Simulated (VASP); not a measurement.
All values below come from LDA (Ceperley-Alder, Perdew-Zunger), VASP's LDA PAW potentials (set 64) (plane waves; VASP 6.6.1).

Input for VASP

KPOINTS:
```
kpoints
0
gamma
 5 5 5
0 0 0
```

INCAR:
```
# general
SYSTEM  = BaTiO3
PREC    = Accurate
ENCUT   = 520
LREAL   = F
LASPH   = T

# electronic loop
EDIFF   = 1E-6
NELM    = 100
ALGO    = Normal
LMAXMIX = 4

# smearing
ISMEAR  = 0
SIGMA   = 0.05

# ions
IBRION  = 2
NSW     = 60
ISIF    = 3
EDIFFG  = -0.02

# output
LWAVE   = F
LCHARG  = F
```

**POSCAR**
```
BaTiO3
1
    3.9526207423     0.0000000000     0.0000000000
    0.0000000000     3.9526207423     0.0000000000
   -0.0000000000     0.0000000000     3.9526207423
Ba Ti O
1 1 3
Direct
  0.0000000000   0.0000000000   0.0000000000
  0.5000000000   0.5000000000   0.5000000000
  0.5000000000   0.0000000000   0.5000000000
  0.0000000000   0.5000000000   0.5000000000
  0.5000000000   0.5000000000   0.0000000000
```

POTCAR, in this order: Ba_sv Ti_sv O (LDA.64 set). Program: vasp_std.

Unless said otherwise, spin-orbit coupling is left out, though it shifts the bands of the heavy elements here.

**Question.** Predict the energy per atom (σ→0), band gap (on the k-mesh).

**Answer.** 
```
Item                                       Value
------------------------  ----------------------
energy per atom (σ→0)     -852.0 kJ/mol of atoms
band gap (on the k-mesh)                 1.82 eV
```

OSZICAR:
```
...
DAV:  10    -0.441576566330E+02    0.57483E-02   -0.87806E-02   656   0.249E+00    0.622E-01
DAV:  11    -0.441535603281E+02    0.40963E-02   -0.34003E-02   688   0.129E+00    0.137E-01
DAV:  12    -0.441533407523E+02    0.21958E-03   -0.18049E-03   608   0.391E-01    0.455E-02
DAV:  13    -0.441533833724E+02   -0.42620E-04   -0.11500E-03   664   0.258E-01    0.667E-02
DAV:  14    -0.441533082086E+02    0.75164E-04   -0.44538E-04   616   0.142E-01    0.203E-02
DAV:  15    -0.441533081361E+02    0.72511E-07   -0.19863E-05   608   0.331E-02    0.575E-03
DAV:  16    -0.441533080301E+02    0.10596E-06   -0.81188E-07   280   0.695E-03
   1 F= -.44153308E+02 E0= -.44153308E+02  d E =-.441533E+02
```

The compound is BaTiO3 in the cubic perovskite structure, the ideal cubic form; the compound distorts at low or room temperature. It was relaxed first. The start is the result of an earlier pass.
